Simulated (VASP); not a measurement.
Given:

```
WS2
1.0
    3.14650     0.00000     0.00000
   -1.57325     2.72495     0.00000
    0.00000     0.00000    23.73473
W S
2 4
Direct
  0.33333   0.66667   0.63732
  0.66667   0.33333   0.36268
  0.33333   0.66667   0.29666
  0.66667   0.33333   0.70334
  0.66667   0.33333   0.57124
  0.33333   0.66667   0.42876
```

Calculation: PBEsol GGA, VASP's PBE PAW potentials (set 64) (plane waves; VASP). Run with 400 eV cut-off, 9×9×1 Γ-centred mesh, tetrahedra with Blöchl corrections, potentials W_sv S.

The cell holds a wide vacuum, so values per volume refer to the whole cell. The cores are frozen, which limits the accuracy of field gradients.

Task: Give the principal components of the electric field gradient (V/Å²) and the asymmetry η at each nucleus.

Result: 
```
atom   Vxx   Vyy     Vzz     η
----  ----  ----  ------  ----
W1    77.3  77.3  -154.5  0.00
W2    77.3  77.3  -154.5  0.00
S3    24.3  24.3   -48.6  0.00
S4    24.3  24.3   -48.6  0.00
S5    23.1  23.1   -46.1  0.00
S6    23.1  23.1   -46.1  0.00
```

The cell is a sheet with vacuum, built from a database entry that may be metastable or hypothetical.
